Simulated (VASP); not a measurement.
# Al3Si2F (P1) in VASP: notebook, part 2 of 2

VASP 6.6.1.

## (3) Relaxation of cell and atoms, PBE

This run uses another cell than the first one, of 19.30 Å³/atom, 1.021 times its volume.

Input file INCAR:

```
SYSTEM = Al3Si2F
  PREC = Accurate
  ENCUT = 520
  EDIFF = 1E-7
  ISMEAR = 0
  SIGMA = 0.1
  LREAL = .FALSE.
  LASPH = .TRUE.
  NELM = 120
  ALGO = Normal
  ISIF = 3
  LWAVE = .FALSE.
  LCHARG = .FALSE.
  GGA = PE
  IBRION = 2
  NSW = 60
  EDIFFG = -0.005
  POTIM = 0.3
  KPAR = 8
```

Input file KPOINTS:

```
Automatic mesh
0
G
  4 4 4
  0 0 0
```

Input file POSCAR:

```
Al3Si2F                                 
1.0
    5.8828124504     -0.0703889530      0.0151901385
    0.4521237741      6.2876974509      0.1679816509
    2.5178169356      1.1797865783      6.2953118337
  Al              Si              F             
     6     4     2
Direct
     0.4636030186362520    0.3119726808967874    0.4469250153489567
     0.9634377564010453    0.8124982411037960    0.4463213963777961
     0.7456143214125374    0.3790457081501852    0.6722727935472278
     0.2454789142375226    0.8788780737863926    0.6721934885245638
     0.1803295637365646    0.3816483391701095    0.0496970725337135
     0.6801376333269197    0.8815048592581211    0.0497034416288678
     0.3282216639512810    0.0711949009159482    0.2651204725140263
     0.8281387875017177    0.5710932259334012    0.2650217883716548
     0.6288749647336497    0.9880586233265729    0.6950539911326037
     0.1289510910181740    0.4880978055765364    0.6950065567728432
     0.0149431369087319    0.9749098233735390    0.8978797923543652
     0.5151249881356054    0.4750079985086041    0.8980076908933754
```

Potentials or basis: VASP PAW PBE potentials, release 64 (Al, Si, F).

Run with:

```console
$ cat potpaw_PBE.64/Al/POTCAR potpaw_PBE.64/Si/POTCAR potpaw_PBE.64/F/POTCAR > POTCAR
$ mpirun -np 8 vasp_std > vasp.out
```

It took 1.9 min on 8 MPI ranks of Intel Xeon Platinum 8559C (Emerald Rapids), shared host; peak memory 0.52 GiB.

It converged, with:

```yaml
Free_energy: -53.7064 eV
Relaxed_volume: 19.31 Å³/atom
Relaxed_cell: a = 5.882 Å, b = 6.308 Å, c = 6.883 Å, α = 77.17°, β = 68.54°, γ = 86.60°
Space_group_after_relaxing_to_0.05_Å: P1 (No. 1)
Energy_gained_by_relaxing: 0.0 meV/atom
Ionic_steps: 6
Pressure_after_relaxing: 0.0 GPa
Largest_force_after_relaxing: 0.004 eV/Å
Band_gap_on_the_k_mesh: 0.23 eV
```

Forces in eV/Å, atoms in the order of the input:
```
Al  -0.002  0.002 -0.003
Al  -0.001  0.002  0.000
Al  -0.001 -0.002 -0.001
Al   0.001 -0.001 -0.001
Al   0.000 -0.001  0.001
Al   0.000 -0.002  0.000
Si   0.001  0.000  0.001
Si   0.001  0.001 -0.002
Si   0.001  0.000  0.002
Si  -0.002  0.001  0.002
F    0.001  0.000  0.001
F    0.000  0.000  0.000
```

Final structure:
```yaml
crystal:
  lattice:
    - [5.88173, -0.07190, 0.01474]
    - [0.45042, 6.28930, 0.17058]
    - [2.51660, 1.18206, 6.29648]
  atoms:
    - { symbol: Al, position: [0.46333, 0.31224, 0.44675] }
    - { symbol: Al, position: [0.96326, 0.81242, 0.44656] }
    - { symbol: Al, position: [0.74553, 0.37907, 0.67233] }
    - { symbol: Al, position: [0.24544, 0.87899, 0.67229] }
    - { symbol: Al, position: [0.18025, 0.38152, 0.04972] }
    - { symbol: Al, position: [0.68017, 0.88144, 0.04976] }
    - { symbol: Si, position: [0.32836, 0.07107, 0.26499] }
    - { symbol: Si, position: [0.82832, 0.57099, 0.26507] }
    - { symbol: Si, position: [0.62892, 0.98816, 0.69498] }
    - { symbol: Si, position: [0.12904, 0.48814, 0.69497] }
    - { symbol: F, position: [0.01506, 0.97488, 0.89786] }
    - { symbol: F, position: [0.51518, 0.47498, 0.89792] }
```

Levels at points of the mesh, in eV from the valence-band top:
| k point | band 20 | band 21 | band 22 | band 23 | band 24 | band 25 | band 26 | band 27 | band 28 | band 29 |
| --- | --- | --- | --- | --- | --- | --- | --- | --- | --- | --- |
| (0.00, 0.00, 0.00) | -2.08 | -1.80 | -0.59 | -0.46 | -0.08 | 0.35 | 1.16 | 1.25 | 1.76 | 2.15 |
| (0.50, 0.00, 0.00) | -1.86 | -1.56 | -1.55 | -0.64 | -0.64 | 2.08 | 2.08 | 2.33 | 2.33 | 2.64 |
| (0.00, 0.50, 0.00) | -2.46 | -1.66 | -1.66 | -0.23 | -0.23 | 1.30 | 1.30 | 2.42 | 2.42 | 3.29 |
| (0.50, 0.50, 0.00) | -1.62 | -1.10 | -0.89 | -0.85 | -0.19 | 0.58 | 1.42 | 1.76 | 2.40 | 2.91 |
| (0.00, 0.00, 0.50) | -1.95 | -1.95 | -1.43 | -0.56 | -0.35 | 0.25 | 0.75 | 1.06 | 1.71 | 1.81 |
| (0.50, 0.00, 0.50) | -2.05 | -1.56 | -1.56 | -0.38 | -0.38 | 1.77 | 1.77 | 2.41 | 2.41 | 3.11 |
| (0.00, 0.50, 0.50) | -1.69 | -1.38 | -1.38 | -0.96 | -0.96 | 1.59 | 1.59 | 2.22 | 2.22 | 2.49 |
| (0.50, 0.50, 0.50) | -1.04 | -0.87 | -0.86 | -0.45 | -0.40 | 0.75 | 1.37 | 1.65 | 1.86 | 2.02 |

A k mesh can miss the band edges.

## (4) Single point, r2SCAN

This run uses another cell than the first one, of 19.31 Å³/atom, 1.021 times its volume.

Input file INCAR:

```
SYSTEM = Al3Si2F
PREC = Accurate
ENCUT = 520
EDIFF = 1E-6
ISMEAR = 0
SIGMA = 0.1
LREAL = .FALSE.
LASPH = .TRUE.
NELM = 150
ALGO = Normal
ISIF = 2
LWAVE = .FALSE.
LCHARG = .FALSE.
METAGGA = R2SCAN
LMIXTAU = .TRUE.
KPAR = 8
```

Input file KPOINTS:

```
regular mesh
0
G
  4 4 4
  0 0 0
```

Input file POSCAR:

```
Al3Si2F                                 
1.0
    5.8817343094     -0.0719006362      0.0147428495
    0.4504245576      6.2892967383      0.1705791099
    2.5165975293      1.1820633886      6.2964795121
  Al              Si              F             
     6     4     2
Direct
     0.4633254330574514    0.3122414765003345    0.4467475471518373
     0.9632643972239164    0.8124212128566249    0.4465621270972985
     0.7455268534444558    0.3790683973542570    0.6723349280880285
     0.2454397478659205    0.8789915511564826    0.6722935998487340
     0.1802487607541719    0.3815235311063746    0.0497223646914862
     0.6801710457621196    0.8814439475119331    0.0497595383795415
     0.3283566532570530    0.0710691941523817    0.2649909736810374
     0.8283158077061226    0.5709922043488478    0.2650688256296624
     0.6289223638656226    0.9881617890581685    0.6949776995968016
     0.1290442933363546    0.4881384565678986    0.6949650698912877
     0.0150591816509903    0.9748776009724383    0.8978596142312345
     0.5151813020758154    0.4749809184142587    0.8979212117130524
```

Run with:

```console
$ cat potpaw_PBE.64/Al/POTCAR potpaw_PBE.64/Si/POTCAR potpaw_PBE.64/F/POTCAR > POTCAR
$ mpirun -np 8 vasp_std > vasp.out
```

Wall time 2.4 min (8 MPI ranks of Intel Xeon Platinum 8559C (Emerald Rapids), shared host); peak memory 0.5 GiB.

It converged, with:

```yaml
Free_energy: -88.2737 eV
Pressure: -1.8 GPa
Largest_force: 0.299 eV/Å
Band_gap_on_the_k_mesh: 0.35 eV
```

Forces in eV/Å, atoms in the order of the input:
```
Al   0.017 -0.009  0.061
Al   0.018 -0.009  0.064
Al  -0.087  0.149  0.174
Al  -0.085  0.150  0.173
Al   0.165  0.089 -0.115
Al   0.165  0.088 -0.116
Si   0.010  0.014  0.012
Si   0.011  0.016  0.009
Si   0.007 -0.009  0.010
Si   0.004 -0.009  0.010
F   -0.113 -0.235 -0.142
F   -0.114 -0.236 -0.143
```

Stress tensor (GPa, compression positive):
```
-1.97 -0.29  0.33
-0.29 -1.54 -0.15
 0.33 -0.15 -1.74
```

Levels at points of the mesh, in eV from the valence-band top:
| k point | band 22 | band 23 | band 24 | band 25 | band 26 | band 27 |
| --- | --- | --- | --- | --- | --- | --- |
| (0.00, 0.00, 0.00) | -0.66 | -0.46 | -0.14 | 0.48 | 1.37 | 1.37 |
| (0.50, 0.00, 0.00) | -1.67 | -0.70 | -0.70 | 2.29 | 2.29 | 2.55 |
| (0.00, 0.50, 0.00) | -1.79 | -0.27 | -0.27 | 1.51 | 1.51 | 2.67 |
| (0.50, 0.50, 0.00) | -0.98 | -0.94 | -0.24 | 0.79 | 1.62 | 1.95 |
| (0.00, 0.00, 0.50) | -1.52 | -0.60 | -0.39 | 0.35 | 0.92 | 1.19 |
| (0.50, 0.00, 0.50) | -1.68 | -0.43 | -0.43 | 1.96 | 1.96 | 2.65 |
| (0.00, 0.50, 0.50) | -1.48 | -1.05 | -1.05 | 1.77 | 1.77 | 2.44 |
| (0.50, 0.50, 0.50) | -0.93 | -0.50 | -0.46 | 0.99 | 1.54 | 1.84 |

Caveat: the PAW data sets were made with another functional, which shifts forces and pressure a little.
